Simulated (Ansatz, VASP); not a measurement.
# TiAl3: VASP beside Ansatz, part 3 of 3

Aim: how closely do two programs agree when they are given the same cell, functional and k mesh? The cell is taken from a series of runs on this material, whose earlier steps may have relaxed, scaled, displaced or heated it; both programs get it as it stands.

VASP 6.6.1 and Ansatz 0.2.0.

So far: Starting point; Ansatz: zone-centre phonons, PBEsol; VASP: zone-centre phonons, PBEsol.

## (3) VASP: zone-centre phonons, PBEsol (continued)

Level of this step: PBEsol; plane waves and PAW (Al, Ti_sv) (VASP).

Numbers of over 12 decimals in the logs are rounded to 6 here.

OUTCAR, selected parts (step 3):

```text
ion  position               nearest neighbor table
   1  0.500  0.500  0.000-   4 2.64   4 2.64   4 2.64   4 2.64   3 2.81   2 2.81   3 2.81   2 2.81
                             3 2.81   3 2.81   2 2.81   2 2.81
   2  0.750  0.250  0.500-   3 2.64   3 2.64   3 2.64   3 2.64   4 2.81   1 2.81   4 2.81   4 2.81
                             1 2.81   1 2.81   4 2.81   1 2.81
   3  0.250  0.750  0.500-   2 2.64   2 2.64   2 2.64   2 2.64   4 2.81   1 2.81   4 2.81   1 2.81
                             4 2.81   4 2.81   1 2.81   1 2.81
   4  0.000  0.000  0.000-   1 2.64   1 2.64   1 2.64   1 2.64   3 2.81   2 2.81   3 2.81   3 2.81
                             2 2.81   2 2.81   3 2.81   2 2.81

  LATTYP: Found a body centered tetragonal cell.
 ALAT       =     3.7387826680
 C/A-ratio  =     2.2389597623

 Subroutine GETGRP returns: Found 16 space group operations
 (whereof 16 operations were pure point group operations)

The static configuration has the point symmetry D_4h.

 Found    349 irreducible k-points:

   k-points           NKPTS =    349   k-points in BZ     NKDIM =    349   number of bands    NBANDS=     16

   dimension x,y,z NGX =    36 NGY =   36 NGZ =   36
   dimension x,y,z NGXF=    72 NGYF=   72 NGZF=   72

   ENCUT  =  500.0 eV  36.75 Ry    6.06 a.u.   9.03  9.03  9.03*2*pi/ulx,y,z

   NELECT =      21.0000    total number of electrons

 k-points in reciprocal lattice and weights: Automatic mesh
   0.00000000  0.00000000  0.00000000       0.000
   0.06250000  0.00000000 -0.00000000       0.002
   0.12500000  0.00000000 -0.00000000       0.002
   0.18750000  0.00000000  0.00000000       0.002
   0.25000000  0.00000000 -0.00000000       0.002
   0.31250000  0.00000000 -0.00000000       0.002
   0.37500000  0.00000000  0.00000000       0.002
   0.43750000  0.00000000  0.00000000       0.002
   0.50000000  0.00000000 -0.00000000       0.001
[...]
-0.43750000 -0.43750000  0.43750000       0.000
   0.50000000  0.50000000  0.50000000       0.000

 average (electrostatic) potential at core
       1 -70.4226       2 -70.3120       3 -70.3120       4 -71.0007

  Total        2.9126881      2.9126881      2.9014824      0.0000000      0.0000000      0.0000000
  in kB       79.7622895     79.7622895     79.4554281      0.0000000      0.0000000      0.0000000
  external PRESSURE =      79.6600024 kB  Pullay stress =       0.0000000 kB

  energy-cutoff  :      500.00
  volume of cell :       58.51
      direct lattice vectors                 reciprocal lattice vectors
    -1.869391334  1.869391334  4.185491977     0.000000000  0.267466737  0.119460270
     1.869391334 -1.869391334  4.185491977     0.267466737  0.000000000  0.119460270
     1.869391334  1.869391334 -4.185491977     0.267466737  0.267466737  0.000000000

 POSITION                                       TOTAL-FORCE (eV/Angst)
 -----------------------------------------------------------------------------------
      0.00000      0.00000      4.18549        -0.000000      0.000000      0.000000
     -0.00000      1.86939      2.09275        -0.000000     -0.000000      0.000000
      1.86939     -0.00000      2.09275         0.000000     -0.000000     -0.000000
      0.00000      0.00000      0.00000        -0.000000      0.000000      0.000000
 -----------------------------------------------------------------------------------
    total drift:                               -0.000000      0.000000      0.000000

 Eigenvectors and eigenvalues of the dynamical matrix
 ----------------------------------------------------

   1 f  =   11.490520 THz    72.197066 2PiTHz  383.282490 cm-1    47.520951 meV
             X         Y         Z           dx          dy          dz
      0.000000  0.000000  4.185492     0.453964    0.659773   -0.000000
     -0.000000  1.869391  2.092746    -0.000875   -0.001271    0.000000
      1.869391 -0.000000  2.092746    -0.000875   -0.001271    0.000000
      0.000000  0.000000  0.000000    -0.339449   -0.493341   -0.000000

   2 f  =   11.490520 THz    72.197066 2PiTHz  383.282490 cm-1    47.520951 meV
             X         Y         Z           dx          dy          dz
      0.000000  0.000000  4.185492     0.659773   -0.453964   -0.000000
     -0.000000  1.869391  2.092746    -0.001271    0.000875   -0.000000
      1.869391 -0.000000  2.092746    -0.001271    0.000875    0.000000
      0.000000  0.000000  0.000000    -0.493341    0.339449   -0.000000

   3 f  =   11.367340 THz    71.423102 2PiTHz  379.173641 cm-1    47.011519 meV
             X         Y         Z           dx          dy          dz
      0.000000  0.000000  4.185492     0.000000   -0.000000   -0.000000
     -0.000000  1.869391  2.092746     0.707069   -0.007313    0.000000
      1.869391 -0.000000  2.092746    -0.707069    0.007313   -0.000000
      0.000000  0.000000  0.000000    -0.000000    0.000000    0.000000

   4 f  =   11.367340 THz    71.423102 2PiTHz  379.173641 cm-1    47.011519 meV
             X         Y         Z           dx          dy          dz
      0.000000  0.000000  4.185492     0.000000   -0.000000   -0.000000
     -0.000000  1.869391  2.092746     0.007313    0.707069    0.000000
      1.869391 -0.000000  2.092746    -0.007313   -0.707069   -0.000000
      0.000000  0.000000  0.000000    -0.000000    0.000000   -0.000000

   5 f  =   11.042359 THz    69.381190 2PiTHz  368.333462 cm-1    45.667508 meV
             X         Y         Z           dx          dy          dz
      0.000000  0.000000  4.185492    -0.000000   -0.000000   -0.393265
     -0.000000  1.869391  2.092746     0.000000    0.000000    0.539045
      1.869391 -0.000000  2.092746    -0.000000    0.000000    0.539045
      0.000000  0.000000  0.000000     0.000000    0.000000   -0.514007

   6 f  =    8.540256 THz    53.660008 2PiTHz  284.872262 cm-1    35.319643 meV
             X         Y         Z           dx          dy          dz
      0.000000  0.000000  4.185492     0.000000   -0.000000   -0.000000
     -0.000000  1.869391  2.092746    -0.000000    0.000000    0.707107
      1.869391 -0.000000  2.092746    -0.000000    0.000000   -0.707107
      0.000000  0.000000  0.000000     0.000000    0.000000   -0.000000

   7 f  =    7.557490 THz    47.485111 2PiTHz  252.090738 cm-1    31.255254 meV
             X         Y         Z           dx          dy          dz
      0.000000  0.000000  4.185492    -0.216801    0.319797   -0.000000
     -0.000000  1.869391  2.092746     0.302410   -0.446076    0.000000
      1.869391 -0.000000  2.092746     0.302410   -0.446076   -0.000000
      0.000000  0.000000  0.000000    -0.291499    0.429981    0.000000

   8 f  =    7.557490 THz    47.485111 2PiTHz  252.090738 cm-1    31.255254 meV
             X         Y         Z           dx          dy          dz
      0.000000  0.000000  4.185492    -0.319797   -0.216801   -0.000000
     -0.000000  1.869391  2.092746     0.446076    0.302410   -0.000000
      1.869391 -0.000000  2.092746     0.446076    0.302410   -0.000000
      0.000000  0.000000  0.000000    -0.429981   -0.291499    0.000000

   9 f  =    6.738148 THz    42.337035 2PiTHz  224.760435 cm-1    27.866730 meV
             X         Y         Z           dx          dy          dz
      0.000000  0.000000  4.185492     0.000000    0.000000   -0.797184
     -0.000000  1.869391  2.092746    -0.000000   -0.000000   -0.002957
      1.869391 -0.000000  2.092746    -0.000000   -0.000000   -0.002957
      0.000000  0.000000  0.000000     0.000000    0.000000    0.603721

  10 f/i=    0.001835 THz     0.011532 2PiTHz    0.061221 cm-1     0.007590 meV
             X         Y         Z           dx          dy          dz
      0.000000  0.000000  4.185492     0.435378    0.140673    0.000000
     -0.000000  1.869391  2.092746     0.435605    0.140746    0.000000
      1.869391 -0.000000  2.092746     0.435605    0.140746    0.000000
      0.000000  0.000000  0.000000     0.580011    0.187405    0.000000

  11 f/i=    0.001835 THz     0.011532 2PiTHz    0.061221 cm-1     0.007590 meV
             X         Y         Z           dx          dy          dz
      0.000000  0.000000  4.185492    -0.140673    0.435378   -0.000000
     -0.000000  1.869391  2.092746    -0.140746    0.435605   -0.000000
      1.869391 -0.000000  2.092746    -0.140746    0.435605   -0.000000
      0.000000  0.000000  0.000000    -0.187405    0.580011   -0.000000

  12 f/i=    0.003553 THz     0.022327 2PiTHz    0.118532 cm-1     0.014696 meV
             X         Y         Z           dx          dy          dz
      0.000000  0.000000  4.185492     0.000000    0.000000   -0.458083
     -0.000000  1.869391  2.092746     0.000000    0.000000   -0.457626
      1.869391 -0.000000  2.092746     0.000000    0.000000   -0.457626
      0.000000  0.000000  0.000000     0.000000    0.000000   -0.609358

 ELASTIC MODULI CONTR FROM IONIC RELAXATION (kBar)
 Direction    XX          YY          ZZ          XY          YZ          ZX
 --------------------------------------------------------------------------------
 XX          -3.0728      3.0728      0.0000      0.0000     -0.0000      0.0000
 YY           3.0728     -3.0728     -0.0000      0.0000      0.0000     -0.0000
 ZZ           0.0000     -0.0000     -0.0000      0.0000      0.0000     -0.0000
 XY           0.0000      0.0000      0.0000      0.0000      0.0000      0.0000
 YZ          -0.0000      0.0000      0.0000      0.0000    -10.3067      0.0000
 ZX           0.0000     -0.0000     -0.0000      0.0000      0.0000    -12.2172
 --------------------------------------------------------------------------------
```

## (4) Side by side

Known differences besides the potentials themselves: the cutoff is 420 eV in Ansatz and 500 eV in VASP; Ansatz makes its cores anew for this functional, VASP keeps those of its PBE data sets. Total energies have different zeros and are not compared.

The two programs side by side:

```
                  quantity  Ansatz   VASP  difference
     optical mode 1 (cm⁻¹)   224.2  224.8     -0.23 %
optical mode 2 to 3 (cm⁻¹)   251.7  252.1     -0.17 %
     optical mode 4 (cm⁻¹)   284.4  284.9     -0.16 %
     optical mode 5 (cm⁻¹)   367.5  368.3     -0.23 %
optical mode 6 to 7 (cm⁻¹)   378.0  379.2     -0.31 %
optical mode 8 to 9 (cm⁻¹)   382.9  383.3     -0.09 %
```

Modes are paired by rising frequency, not by their patterns, so a pair may set unlike modes beside each other; they are those without the splitting of longitudinal modes.

## (5) Summary of results

| Property | Result |
| --- | --- |
| r.m.s. difference of the optical zone-centre modes, each program's sorted by frequency (zone-centre phonons, PBEsol) | 0.71 cm⁻¹ |

The r.m.s. difference of the optical zone-centre modes, each program's sorted by frequency is 0.71 cm⁻¹ (zone-centre phonons, PBEsol). How closely two codes agree says nothing of how well the functional describes the real material.

[Lines on the potential files, build, host, timing and source positions are cut from VASP's logs without a mark.]

[Logs are printed without paths, hosts, clocks, repeated set-up lines and the standing remarks that a program may print on its own settings, such as how far it seeks lower states.]

[Hosts, paths, dates, database ids (printed as entryN), source tags and the programs' standing remarks are cut or masked in the printed files.]
